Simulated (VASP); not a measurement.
Output of a VASP run:

**OSZICAR**
```
       N       E                     dE             d eps       ncg     rms          rms(c)
DAV:   1     0.417964667589E+02    0.41796E+02   -0.54158E+03  1680   0.127E+03
DAV:   2    -0.900053005601E+01   -0.50797E+02   -0.48220E+02  1694   0.196E+02
DAV:   3    -0.103504516206E+02   -0.13499E+01   -0.13385E+01  2012   0.420E+01
DAV:   4    -0.103749383125E+02   -0.24487E-01   -0.24474E-01  2140   0.500E+00
DAV:   5    -0.103755425573E+02   -0.60424E-03   -0.60424E-03  1972   0.771E-01    0.128E+01
DAV:   6    -0.129418353087E+02   -0.25663E+01   -0.70033E+01  1878   0.127E+02    0.169E+01
DAV:   7    -0.871298740825E+01    0.42288E+01   -0.30778E+01  1842   0.803E+01    0.188E+00
DAV:   8    -0.870379335093E+01    0.91941E-02   -0.20769E-01  1750   0.410E+00    0.121E+00
DAV:   9    -0.868986443474E+01    0.13929E-01   -0.40871E-02  2052   0.296E+00    0.282E-01
DAV:  10    -0.868942516982E+01    0.43926E-03   -0.14736E-03  2246   0.540E-01    0.116E-01
DAV:  11    -0.868942236978E+01    0.28000E-05   -0.32969E-05  2334   0.660E-02    0.265E-02
DAV:  12    -0.868941786740E+01    0.45024E-05   -0.23102E-05  1958   0.695E-02    0.746E-03
DAV:  13    -0.868941788670E+01   -0.19300E-07   -0.27670E-07   906   0.524E-03
   1 F= -.86894179E+01 E0= -.86893537E+01  d E =-.868942E+01
```

OUTCAR:
```
------------------------ aborting loop because EDIFF is reached ----------------------------------------
  FORCE on cell =-STRESS in cart. coord.  units (eV):
  Direction    XX          YY          ZZ          XY          YZ          ZX
  --------------------------------------------------------------------------------------
  Total        0.0011654      0.0011654      0.0011654     -0.0000000     -0.0000000      0.0000000
  in kB        0.0824480      0.0824480      0.0824480     -0.0000000     -0.0000000      0.0000000
  external PRESSURE =       0.0824480 kB  Pullay stress =       0.0000000 kB
  volume of cell :       22.65
      direct lattice vectors                 reciprocal lattice vectors
     2.829253110  0.000000000  0.000000000     0.353450173  0.000000000  0.000000000
     0.000000000  2.829253110  0.000000000     0.000000000  0.353450173  0.000000000
     0.000000000  0.000000000  2.829253110     0.000000000  0.000000000  0.353450173
 POSITION                                       TOTAL-FORCE (eV/Angst)
 -----------------------------------------------------------------------------------
      1.41463      1.41463      1.41463         0.000000      0.000000      0.000000
      0.00000      0.00000      0.00000         0.000000      0.000000      0.000000
 -----------------------------------------------------------------------------------
    total drift:                                0.000000      0.000000      0.000000
  FREE ENERGIE OF THE ION-ELECTRON SYSTEM (eV)
  ---------------------------------------------------
  free  energy   TOTEN  =        -8.6894178867 eV

  energy  without entropy=       -8.6892254523  energy(sigma->0) =       -8.68935374

 reached required accuracy - stopping structural energy minimisation
```
(Selected blocks of OUTCAR.)

**POSCAR**
```
CoAl
1
    2.8292531102    -0.0000000000     0.0000000000
    0.0000000000     2.8292531102    -0.0000000000
    0.0000000000    -0.0000000000     2.8292531102
Al Co
1 1
Direct
  0.5000000000   0.5000000000   0.5000000000
  0.0000000000   0.0000000000   0.0000000000
```

Problem. Reconstruct the remaining input files.

Solution. This is not unique; one that fits is the input of the run itself, vdW-DF-cx, plane waves, VASP's PBE PAW potentials (set 64).

### KPOINTS
```
Automatic mesh
0
Gamma
12 12 12
0 0 0
```

INCAR:
```
SYSTEM = CoAl
PREC = Accurate; ENCUT = 520; LREAL = F
LASPH = T
EDIFF = 1E-6; NELM = 100; ALGO = Normal
LMAXMIX = 4
ISMEAR = 1; SIGMA = 0.1
GGA = CX; LUSE_VDW = T; AGGAC = 0.0
IBRION = 2; NSW = 60; ISIF = 3
EDIFFG = -0.01
LWAVE = F; LCHARG = F
```

POTCAR, in this order: Al Co (PBE.64 set). Program: vasp_std.

The compound is CoAl in the CsCl type structure. It was relaxed first. The start is the result of an earlier pass. The run is not spin-polarised, so no magnetic state was tried.
